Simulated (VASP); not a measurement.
# KF (Carobbiite): a GW gap and what it depends on, part 2 of 2

How far does the GW correction to the gap of KF (Carobbiite) depend on the settings? The starting structure is a measured crystal structure from the Crystallography Open Database. Cell and atoms stay as given.

VASP 6.6.1.

Results so far: G0W0 (response cutoff 100 eV, 4×4×4 mesh) 9.57 eV; G0W0 (response cutoff 160 eV, 4×4×4 mesh) 9.66 eV.

## Step 4: G0W0 (response cutoff 240 eV, 4×4×4 mesh)

Level of this step: G0W0 on LDA; plane waves and PAW (K_sv_GW, F_GW) (VASP).

It reads the orbitals and their derivatives (WAVECAR and WAVEDER) of a run with the empty bands, which follows a ground-state run; neither is shown.

Contents of INCAR:

```
SYSTEM = KF
PREC = Accurate
ENCUT = 520
ISMEAR = 0
SIGMA = 0.01
LREAL = .FALSE.
GGA = CA
NBANDS = 324
ALGO = EVGW0
NELMGW = 1
ENCUTGW = 240
NOMEGA = 40
PRECFOCK = Fast
NBANDSGW = 16
LWAVE = .FALSE.
LCHARG = .FALSE.
```

Contents of POSCAR:

```
KF
1.0
    0.0000000000      2.6735000000      2.6735000000
    2.6735000000      0.0000000000      2.6735000000
    2.6735000000      2.6735000000      0.0000000000
K F
1 1
Direct
    0.0000000000      0.0000000000      0.0000000000
    0.5000000000      0.5000000000      0.5000000000
```

Contents of KPOINTS:

```
Automatic mesh
0
Gamma
4 4 4
0 0 0
```

PAW data sets: K_sv_GW and F_GW (LDA family, release 64).

Started as:

```
> mpirun -np 4 vasp_std
```

Log:

```text
[banner, memory and clock lines left out]
running    4 mpi-ranks, on    1 nodes
[...]
|                                                                             |
|           W    W    AA    RRRRR   N    N  II  N    N   GGGG   !!!           |
|           W    W   A  A   R    R  NN   N  II  NN   N  G    G  !!!           |
|           W    W  A    A  R    R  N N  N  II  N N  N  G       !!!           |
|           W WW W  AAAAAA  RRRRR   N  N N  II  N  N N  G  GGG   !            |
|           WW  WW  A    A  R   R   N   NN  II  N   NN  G    G                |
|           W    W  A    A  R    R  N    N  II  N    N   GGGG   !!!           |
|                                                                             |
|     The default for ENCUTGWSOFT is different in this version of VASP.       |
|     please manually set ENCUTGWSOFT =240 in the INCAR file.                 |
|                                                                             |

 LDA part: xc-table for (Slater(with rela. corr.)+CA(PZ))
[...]
total number of BLAS operations       1494.42 Gflops
NQ=   4    0.2500    0.2500    0.0000,
|.........|.........|.........|.........|.........|.........|.........|.........
 performed       2485000 updates of chi_q(r,r)
 total number of BLAS operations       2041.62 Gflops
NQ=   5    0.5000    0.2500    0.0000,
|.........|.........|.........|.........|.........|.........|.........|.........
 performed       3430000 updates of chi_q(r,r)
 total number of BLAS operations       2806.66 Gflops
NQ=   6   -0.2500    0.2500    0.0000,
|.........|.........|.........|.........|.........|.........|.........|.........
 performed       4271000 updates of chi_q(r,r)
 total number of BLAS operations       3526.92 Gflops
NQ=   7    0.5000    0.5000    0.0000,
|.........|.........|.........|.........|.........|.........|.........|.........
 performed       4822000 updates of chi_q(r,r)
 total number of BLAS operations       3995.96 Gflops
NQ=   8   -0.2500    0.5000    0.2500,
|.........|.........|.........|.........|.........|.........|.........|.........
 performed       5539000 updates of chi_q(r,r)
 total number of BLAS operations       4613.55 Gflops
 resolving degeneracies of screened two electron integrals

 calculate QP shifts <psi_nk| G(iteration)W_0 |psi_nk>: iteration 1
 entering main loop
[key lines of the parts left out:]
E-fermi :   1.9907
```

Elapsed: 48 s, on 4 MPI ranks of Intel Xeon 6975P-C (Granite Rapids), shared host; peak memory 1.3 GiB.

OUTCAR, selected parts (step 4):

```text
 QP shifts <psi_nk| G(iteration)W_0 |psi_nk>: iteration 1
 for sc-GW calculations column KS-energies equals QP-energies in previous step
 and V_xc(KS)=  KS-energies - (<T + V_ion + V_H > + <T+V_H+V_ion>^1  + <V_x>^1)
 k-point   1 :       0.0000    0.0000    0.0000
  band No.  KS-energies  QP-energies   sigma(KS)   V_xc(KS)     V^pw_x(r,r')   Z            occupation Imag(sigma)
    ...
      5     -10.0035     -13.6218     -22.3335     -17.9970     -24.8154       0.8344       2.0000       0.0948
      6      -0.9069      -3.2604     -24.8197     -21.7726     -29.3848       0.7724       2.0000       0.1622
      7      -0.9069      -3.2604     -24.8197     -21.7726     -29.3848       0.7724       2.0000       0.1622
      8      -0.9069      -3.2604     -24.8197     -21.7726     -29.3848       0.7724       2.0000       0.1622
      9       4.8883       6.5051      -6.8435      -8.6815      -3.9530       0.8796       0.0000      -0.0893
     10       9.6048      12.3501      -7.8098     -10.9669      -4.5819       0.8696       0.0000      -0.1035
     11       9.6048      12.3501      -7.8098     -10.9669      -4.5819       0.8696       0.0000      -0.1035
     12       9.6048      12.3501      -7.8098     -10.9669      -4.5819       0.8696       0.0000      -0.1035
    ...

[... 1 part as in an earlier step ...]

[... 2 further parts left out ...]
[key lines of the parts left out:]
E-fermi :   1.9907
```

G0W0 (response cutoff 240 eV, 4×4×4 mesh): the quasiparticle gap on this mesh is 9.765 eV, +3.970 eV from the LDA gap on the same points, with 324 bands.

## Step 5: GW0 with iterated eigenvalues (response cutoff 160 eV, 4×4×4 mesh)

It reads the orbitals and their derivatives (WAVECAR and WAVEDER) of a run with the empty bands, which follows a ground-state run; neither is shown.

Changes to INCAR since step 4:

```diff
@@ -7,6 +7,6 @@
 GGA = CA
-NBANDS = 324
+NBANDS = 176
 ALGO = EVGW0
-NELMGW = 1
-ENCUTGW = 240
+NELMGW = 4
+ENCUTGW = 160
 NOMEGA = 40
```

POSCAR is that of step 4.

KPOINTS is that of step 4.

Started as:

```
> mpirun -np 4 vasp_std
```

Log:

```text
[banner, memory and clock lines left out]
running    4 mpi-ranks, on    1 nodes
[...]
[... a notice as in an earlier step ...]

 LDA part: xc-table for (Slater(with rela. corr.)+CA(PZ))
 , standard interpolation
 found WAVECAR, reading the header
 POSCAR, INCAR and KPOINTS ok, starting setup
[...]
reading WAVECAR
 the WAVECAR file was read successfully
 initial charge from wavefunction
 available memory per node:     65.95 GB, setting MAXMEM to     67532

 The Fermi energy was updated, please check that it is located mid-gap
 values below the HOMO (VB) or above the LUMO (CB) will cause erroneous energies
 E-fermi :   1.9907

 calculate exact exchange contribution
 the WAVEDER file was read successfully
energies w=
    0.000    0.000    1.188    0.000    2.369    0.000    3.536    0.000
    4.685    0.000    5.812    0.000    6.914    0.000    7.992    0.000
    9.046    0.000   10.079    0.000   11.093    0.000   12.093    0.000
[...]
total number of BLAS operations        216.31 Gflops
NQ=   4    0.2500    0.2500    0.0000,
|.........|.........|.........|.........|.........|.........|.........|.........
 performed       1334000 updates of chi_q(r,r)
 total number of BLAS operations        312.73 Gflops
NQ=   5    0.5000    0.2500    0.0000,
|.........|.........|.........|.........|.........|.........|.........|.........
 performed       1843000 updates of chi_q(r,r)
 total number of BLAS operations        441.99 Gflops
NQ=   6   -0.2500    0.2500    0.0000,
|.........|.........|.........|.........|.........|.........|.........|.........
 performed       2296000 updates of chi_q(r,r)
 total number of BLAS operations        546.87 Gflops
NQ=   7    0.5000    0.5000    0.0000,
|.........|.........|.........|.........|.........|.........|.........|.........
 performed       2591000 updates of chi_q(r,r)
 total number of BLAS operations        632.33 Gflops
NQ=   8   -0.2500    0.5000    0.2500,
|.........|.........|.........|.........|.........|.........|.........|.........
 performed       2977000 updates of chi_q(r,r)
 total number of BLAS operations        728.00 Gflops
 resolving degeneracies of screened two electron integrals

 calculate QP shifts <psi_nk| G(iteration)W_0 |psi_nk>: iteration 4
 entering main loop
```

Elapsed: 66 s, on 4 MPI ranks; peak memory 0.83 GiB.

Parts of OUTCAR (step 5):

```text
 QP shifts <psi_nk| G(iteration)W_0 |psi_nk>: iteration 2
 k-point   1 :       0.0000    0.0000    0.0000
  band No. old QP-enery  QP-energies   sigma(KS)   T+V_ion+V_H  V^pw_x(r,r')   Z            occupation Imag(sigma)
    ...
      5     -13.4518     -13.8822     -21.9599       7.9935     -24.8154       0.8364       2.0000       0.1611
      6      -3.1374      -3.5908     -24.5871      20.8657     -29.3848       0.7764       2.0000       0.1906
      7      -3.1374      -3.5908     -24.5871      20.8657     -29.3848       0.7764       2.0000       0.1906
      8      -3.1374      -3.5908     -24.5871      20.8657     -29.3848       0.7764       2.0000       0.1906
      9       6.5255       6.6984      -6.8485      13.5698      -3.9530       0.8832       0.0000      -0.0789
     10      12.3995      12.6669      -7.8627      20.5717      -4.5819       0.8638       0.0000      -0.1081
     11      12.3995      12.6669      -7.8627      20.5717      -4.5819       0.8638       0.0000      -0.1081
     12      12.3995      12.6669      -7.8627      20.5717      -4.5819       0.8638       0.0000      -0.1081
    ...

 QP shifts <psi_nk| G(iteration)W_0 |psi_nk>: iteration 3
 k-point   1 :       0.0000    0.0000    0.0000
  band No. old QP-enery  QP-energies   sigma(KS)   T+V_ion+V_H  V^pw_x(r,r')   Z            occupation Imag(sigma)
    ...
      5     -13.8822     -13.9477     -21.9540       7.9935     -24.8154       0.8361       2.0000       0.1593
      6      -3.5908      -3.6867     -24.5799      20.8657     -29.3848       0.7770       2.0000       0.1915
      7      -3.5908      -3.6867     -24.5799      20.8657     -29.3848       0.7770       2.0000       0.1915
      8      -3.5908      -3.6867     -24.5799      20.8657     -29.3848       0.7770       2.0000       0.1915
      9       6.6984       6.7090      -6.8594      13.5698      -3.9530       0.8800       0.0000      -0.0801
     10      12.6669      12.6886      -7.8798      20.5717      -4.5819       0.8670       0.0000      -0.1066
     11      12.6669      12.6886      -7.8798      20.5717      -4.5819       0.8670       0.0000      -0.1066
     12      12.6669      12.6886      -7.8798      20.5717      -4.5819       0.8670       0.0000      -0.1066
    ...

 QP shifts <psi_nk| G(iteration)W_0 |psi_nk>: iteration 4
 k-point   1 :       0.0000    0.0000    0.0000
  band No. old QP-enery  QP-energies   sigma(KS)   T+V_ion+V_H  V^pw_x(r,r')   Z            occupation Imag(sigma)
    ...
      5     -13.9477     -13.9584     -21.9541       7.9935     -24.8154       0.8363       2.0000       0.1589
      6      -3.6867      -3.7072     -24.5788      20.8657     -29.3848       0.7772       2.0000       0.1917
      7      -3.6867      -3.7072     -24.5788      20.8657     -29.3848       0.7772       2.0000       0.1917
      8      -3.6867      -3.7072     -24.5788      20.8657     -29.3848       0.7772       2.0000       0.1917
      9       6.7090       6.7083      -6.8616      13.5698      -3.9530       0.8801       0.0000      -0.0795
     10      12.6886      12.6904      -7.8810      20.5717      -4.5819       0.8705       0.0000      -0.1063
     11      12.6886      12.6904      -7.8810      20.5717      -4.5819       0.8705       0.0000      -0.1063
     12      12.6886      12.6904      -7.8810      20.5717      -4.5819       0.8705       0.0000      -0.1063
    ...

[... 3 parts as in an earlier step ...]

[... 1 further part left out ...]
[key lines of the parts left out:]
E-fermi :   1.9907
```

GW0 with iterated eigenvalues (response cutoff 160 eV, 4×4×4 mesh): the quasiparticle gap on this mesh is 10.415 eV, +4.620 eV from the LDA gap on the same points, with 176 bands.

## Step 6: G0W0 (response cutoff 100 eV, 5×5×5 mesh)

It reads the orbitals and their derivatives (WAVECAR and WAVEDER) of a run with the empty bands, which follows a ground-state run; neither is shown.

Changes to INCAR since step 5:

```diff
@@ -7,6 +7,6 @@
 GGA = CA
-NBANDS = 176
+NBANDS = 88
 ALGO = EVGW0
-NELMGW = 4
-ENCUTGW = 160
+NELMGW = 1
+ENCUTGW = 100
 NOMEGA = 40
```

POSCAR is that of step 5.

Contents of KPOINTS:

```
Automatic mesh
0
Gamma
5 5 5
0 0 0
```

Started as:

```
> mpirun -np 4 vasp_std
```

Log:

```text
[banner, memory and clock lines left out]
running    4 mpi-ranks, on    1 nodes
[...]
[... a notice as in an earlier step ...]

 LDA part: xc-table for (Slater(with rela. corr.)+CA(PZ))
 , standard interpolation
 found WAVECAR, reading the header
 POSCAR, INCAR and KPOINTS ok, starting setup
[...]
reading WAVECAR
 the WAVECAR file was read successfully
 initial charge from wavefunction
 available memory per node:     66.79 GB, setting MAXMEM to     68392

 The Fermi energy was updated, please check that it is located mid-gap
 values below the HOMO (VB) or above the LUMO (CB) will cause erroneous energies
 E-fermi :   1.9906

 calculate exact exchange contribution
 the WAVEDER file was read successfully
energies w=
    0.000    0.000    1.207    0.000    2.407    0.000    3.593    0.000
    4.760    0.000    5.905    0.000    7.025    0.000    8.120    0.000
    9.191    0.000   10.241    0.000   11.271    0.000   12.288    0.000
[...]
total number of BLAS operations         99.32 Gflops
NQ=   6   -0.4000    0.2000    0.0000,
|.........|.........|.........|.........|.........|.........|.........|.........
 performed       2166000 updates of chi_q(r,r)
 total number of BLAS operations        128.94 Gflops
NQ=   7   -0.2000    0.2000    0.0000,
|.........|.........|.........|.........|.........|.........|.........|.........
 performed       2565000 updates of chi_q(r,r)
 total number of BLAS operations        152.02 Gflops
NQ=   8    0.4000    0.4000    0.0000,
|.........|.........|.........|.........|.........|.........|.........|.........
 performed       2879000 updates of chi_q(r,r)
 total number of BLAS operations        171.53 Gflops
NQ=   9   -0.4000    0.4000    0.0000,
|.........|.........|.........|.........|.........|.........|.........|.........
 performed       3278000 updates of chi_q(r,r)
 total number of BLAS operations        200.37 Gflops
NQ=  10   -0.4000    0.4000    0.2000,
|.........|.........|.........|.........|.........|.........|.........|.........
 performed       3761000 updates of chi_q(r,r)
 total number of BLAS operations        231.72 Gflops
 resolving degeneracies of screened two electron integrals

 calculate QP shifts <psi_nk| G(iteration)W_0 |psi_nk>: iteration 1
 entering main loop
```

Wall time 20 s (4 MPI ranks); peak memory 0.77 GiB.

Parts of OUTCAR (step 6):

```text
 QP shifts <psi_nk| G(iteration)W_0 |psi_nk>: iteration 1
 for sc-GW calculations column KS-energies equals QP-energies in previous step
 and V_xc(KS)=  KS-energies - (<T + V_ion + V_H > + <T+V_H+V_ion>^1  + <V_x>^1)
 k-point   1 :       0.0000    0.0000    0.0000
  band No.  KS-energies  QP-energies   sigma(KS)   V_xc(KS)     V^pw_x(r,r')   Z            occupation Imag(sigma)
    ...
      5     -10.0035     -13.2482     -21.8643     -17.9971     -24.8082       0.8390       2.0000       0.1401
      6      -0.9071      -3.0379     -24.5066     -21.7717     -29.3719       0.7791       2.0000       0.1893
      7      -0.9071      -3.0379     -24.5066     -21.7717     -29.3719       0.7791       2.0000       0.1893
      8      -0.9071      -3.0379     -24.5066     -21.7717     -29.3719       0.7791       2.0000       0.1893
      9       4.8882       6.5294      -6.8220      -8.6815      -3.9724       0.8825       0.0000      -0.0812
     10       9.6048      12.5004      -7.6459     -10.9669      -4.5870       0.8719       0.0000      -0.0965
     11       9.6048      12.5004      -7.6459     -10.9669      -4.5870       0.8719       0.0000      -0.0965
     12       9.6048      12.5004      -7.6459     -10.9669      -4.5870       0.8719       0.0000      -0.0965
    ...

[... 1 part as in an earlier step ...]

[... 2 further parts left out ...]
[key lines of the parts left out:]
E-fermi :   1.9906
```

G0W0 (response cutoff 100 eV, 5×5×5 mesh): the quasiparticle gap on this mesh is 9.567 eV, +3.772 eV from the LDA gap on the same points, with 88 bands.

## Step 7: All runs side by side

| run | LDA gap on the mesh (eV) | GW gap (eV) | correction (eV) | bands |
| --- | --- | --- | --- | --- |
| G0W0 (response cutoff 100 eV, 4×4×4 mesh) | 5.795 | 9.573 | 3.778 | 88 |
| G0W0 (response cutoff 160 eV, 4×4×4 mesh) | 5.795 | 9.663 | 3.868 | 176 |
| G0W0 (response cutoff 240 eV, 4×4×4 mesh) | 5.795 | 9.765 | 3.97 | 324 |
| GW0 with iterated eigenvalues (response cutoff 160 eV, 4×4×4 mesh) | 5.795 | 10.415 | 4.62 | 176 |
| G0W0 (response cutoff 100 eV, 5×5×5 mesh) | 5.795 | 9.567 | 3.772 | 88 |

## Step 8: What came out

```json
{
  "gap, G0W0 (response cutoff 100 eV, 4×4×4 mesh)": "9.573 eV",
  "gap, G0W0 (response cutoff 160 eV, 4×4×4 mesh)": "9.663 eV",
  "gap, G0W0 (response cutoff 240 eV, 4×4×4 mesh)": "9.765 eV",
  "gap, GW0 with iterated eigenvalues (response cutoff 160 eV, 4×4×4 mesh)": "10.415 eV",
  "gap, G0W0 (response cutoff 100 eV, 5×5×5 mesh)": "9.567 eV"
}
```

**Reading.** The correction to the LDA gap of KF (Carobbiite) is +3.778 eV at a response cutoff of 100 eV, +3.868 eV at a response cutoff of 160 eV, +3.970 eV at a response cutoff of 240 eV. The number of bands rises with the cutoff. On a 5×5×5 mesh in place of 4×4×4 the correction is +3.772 eV against +3.778 eV. Iterating the eigenvalues in G raises the gap by +0.753 eV. From a response cutoff of 160 to 240 eV the correction still moves by +0.103 eV, so cutoff and bands aren't shown to be converged. The LDA gap along the bands, from another run on this structure, is 5.786 eV. On the 4×4×4 mesh it is 5.795 eV, so this mesh comes close to the edges. On the 5×5×5 mesh it is 5.795 eV, so this mesh comes close to the edges. Further runs on this material are not shown.

[Lines on the potential files, build, host, timing and source positions are cut from VASP's logs without a mark.]

[Logs are printed without paths, hosts, clocks, repeated set-up lines and the standing remarks that a program may print on its own settings, such as how far it seeks lower states.]

[Hosts, paths, dates, database ids (printed as entryN), source tags and the programs' standing remarks are cut or masked in the printed files.]
